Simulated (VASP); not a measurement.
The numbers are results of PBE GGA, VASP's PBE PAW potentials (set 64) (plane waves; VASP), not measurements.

The input files of a VASP run:

File KPOINTS:
```
Automatic mesh
0
G
1 1 1
0 0 0
```

**INCAR**
```
SYSTEM=AlSr12Ti11O36
PREC=Normal; ENCUT=400; LREAL=Auto
LASPH=.TRUE.; ISYM=0; NELECT=384.0
EDIFF=1E-5; NELM=100; NELMIN=4
ALGO=Fast; LMAXMIX=4
ISMEAR=0; SIGMA=0.05
GGA=PE
IBRION=2; NSW=120; ISIF=2
EDIFFG=-0.03
LWAVE=.FALSE.; LCHARG=.FALSE.
```

File POSCAR:
```
AlSr12Ti11O36
1
    7.8921562862     0.0000000000     0.0000000000
    0.0000000000     7.8921562862     0.0000000000
    0.0000000000     0.0000000000    11.8382344293
Sr Ti O Al
12 11 36 1
Direct
  0.0060033340   0.0127467516   0.9942738315
  0.0077489933   0.0159205009   0.3293779926
  0.0054139378   0.0106714631   0.6525982564
  0.0063030525   0.5088496962   0.9935389702
  0.0093280848   0.5005453220   0.3317788758
  0.0088458630   0.5069225721   0.6524926994
  0.5042824019   0.0126678290   0.9937590776
  0.4925178162   0.0156784314   0.3291508756
  0.5046436546   0.0105514862   0.6534410367
  0.5036755829   0.5085345424   0.9930069238
  0.4905409611   0.5008644639   0.3313215704
  0.5019880870   0.5074435598   0.6531129679
  0.2587883692   0.2627011028   0.1615191416
  0.2590640023   0.2616991497   0.8192675834
  0.2607949045   0.7609505568   0.1569767508
  0.2502434955   0.7576805279   0.4899685078
  0.2597686588   0.7642518860   0.8232340539
  0.7579043777   0.2634128999   0.1581126985
  0.7507530784   0.2620631023   0.4900247029
  0.7604410858   0.2620990074   0.8233768400
  0.7612004155   0.7616944879   0.1582623939
  0.7499985004   0.7617807699   0.4884708997
  0.7606156236   0.7626404451   0.8241833794
  0.2397494954   0.9929143584   0.1756821212
  0.9946868794   0.2301880861   0.1689887456
  0.2466693454   0.2511768333   0.0045270124
  0.2520392980   0.0003221470   0.5016313630
  0.0011223118   0.2472984983   0.5009355461
  0.2493305140   0.2478127715   0.3379072334
  0.2404180420   0.9968565406   0.8437301788
  0.9973213800   0.2333271252   0.8371748576
  0.2491746711   0.2486348243   0.6619446376
  0.2401706925   0.4955389600   0.1778600023
  0.9961993295   0.7297795877   0.1722125958
  0.2455800529   0.7436249384   0.0027674080
  0.2518646580   0.4978091028   0.5021487151
  0.9993768312   0.7445045440   0.5099198915
  0.2478541481   0.7488928047   0.3356538040
  0.2405969820   0.4931380562   0.8393635122
  0.9965669534   0.7342241274   0.8401669721
  0.2477074375   0.7516488167   0.6694702091
  0.7413003764   0.9930565529   0.1784815216
  0.4962195141   0.2296743837   0.1683495128
  0.7457684536   0.2476413284   0.0026716707
  0.7542482199   0.9975715415   0.5116450608
  0.5002113413   0.2470877165   0.5014357210
  0.7469103000   0.2462725018   0.3352649496
  0.7406514484   0.9950595991   0.8461543807
  0.4938275207   0.2330978572   0.8370174215
  0.7462299497   0.2451170121   0.6697971141
  0.7408412140   0.4937463177   0.1792188049
  0.4954627228   0.7300044919   0.1720350611
  0.7453454422   0.7439968168   0.0041315818
  0.7531936236   0.4988539110   0.5132622654
  0.5012937523   0.7438225293   0.5099607142
  0.7469447335   0.7452574430   0.3366847179
  0.7405438914   0.4936794775   0.8440471624
  0.4947235509   0.7347537199   0.8400532287
  0.7469721825   0.7490295204   0.6713320103
  0.2516924600   0.2557376026   0.4943382649
```

POTCAR, in this order: Sr_sv Ti O Al (PBE.64 set). Program: vasp_gam.

The cell is charged, with a uniform compensating background. The supercell is sampled at Γ alone, which is coarse: total energies, pressure and levels can be off, energies of defects by several tenths of an eV.

Question: What does the run give for the energy per atom (σ→0)?

Answer: 
| Quantity | Value |
|---|---|
| energy per atom (σ→0) | -7.766 eV/atom |

### OSZICAR
```
...
       N       E                     dE             d eps       ncg     rms          rms(c)
DAV:   1    -0.465980693554E+03    0.43937E-03   -0.40405E-01   480   0.148E+00    0.142E-01
RMM:   2    -0.465981438966E+03   -0.74541E-03   -0.90359E-03   465   0.255E-01    0.150E-01
RMM:   3    -0.465981627310E+03   -0.18834E-03   -0.20619E-03   595   0.108E-01    0.858E-02
RMM:   4    -0.465981628868E+03   -0.15580E-05   -0.45540E-04   664   0.480E-02    0.710E-02
RMM:   5    -0.465981620914E+03    0.79541E-05   -0.20588E-04   650   0.307E-02    0.216E-02
RMM:   6    -0.465981628550E+03   -0.76366E-05   -0.93642E-05   489   0.164E-02
  25 F= -.46598163E+03 E0= -.46598163E+03  d E =-.497421E-03
```

The cell is a supercell with a defect, built from SrTiO3 (cubic perovskite, the ideal cubic form; the compound distorts at low or room temperature): Al_Ti, charge -1. The run is not spin-polarised, so no state with unpaired spins was tried.
